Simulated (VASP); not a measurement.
Crystal: GaB4.

```
Ga B
1.0
     3.50857    0.00000    0.00000
     0.00000    3.50857    0.00000
     0.00000    0.00000    3.50857
Ga B
1 4
Direct
  0.50000 0.50000 0.50000
  0.83786 0.83786 0.83786
  0.16214 0.16214 0.83786
  0.16214 0.83786 0.16214
  0.83786 0.16214 0.16214
```

The cell was built by a generator and needn't be a form met in nature.

The cell isn't the ideal one: random cell by space group and Wyckoff sites (P-43m, No. 215).

```yaml
Program: VASP 6.6.1
Task: relaxation of cell and atoms
Functional: PBE
Potentials_or_basis: VASP PAW PBE potentials, release 64 (Ga_d, B)
Cutoff: 600 eV
k_mesh: 6 × 6 × 6
Occupations: gaussian, width 0.1 eV
Spin: no spin polarisation
```

At the start: pressure 36.4 GPa; volume 8.64 Å³/atom.

Question: How do energy, volume and symmetry change on relaxing?

Answer: Over 8 steps the energy falls by 183.9 meV/atom and the volume is 10.38 Å³/atom (+20.1 %); space group P-43m (No. 215, to 0.05 Å).

The path:
| step | energy change (eV) | largest force (eV/Å) | pressure (GPa) | volume (Å³) |
| --- | --- | --- | --- | --- |
| 1 | 0.0000 | 2.5296 | 36.38 | 43.19 |
| 2 | 0.0588 | 2.7937 | -12.49 | 56.65 |
| 3 | -0.7573 | 1.2543 | 5.99 | 48.77 |
| 4 | -0.7582 | 1.2054 | 6.46 | 48.64 |
| 5 | -0.9152 | 0.1800 | -1.66 | 52.46 |
| 6 | -0.9154 | 0.2167 | -1.39 | 52.30 |
| 7 | -0.9178 | 0.1510 | 0.93 | 51.60 |
| 8 | -0.9195 | 0.0018 | -0.01 | 51.88 |

Final structure:
```cif
data_structure
_symmetry_space_group_name_H-M 'P 1'
_symmetry_Int_Tables_number 1
_cell_length_a 3.7295
_cell_length_b 3.7295
_cell_length_c 3.7295
_cell_angle_alpha 90.000
_cell_angle_beta 90.000
_cell_angle_gamma 90.000
_cell_volume 51.88
loop_
_atom_site_label
_atom_site_type_symbol
_atom_site_fract_x
_atom_site_fract_y
_atom_site_fract_z
_atom_site_occupancy
Ga1 Ga 0.50000 0.50000 0.50000 1
B1 B 0.83516 0.83516 0.83516 1
B2 B 0.16484 0.16484 0.83516 1
B3 B 0.16484 0.83516 0.16484 1
B4 B 0.83516 0.16484 0.16484 1
```

Caveat: the volume moved by over 15 % at a fixed basis, so the end points are rough.
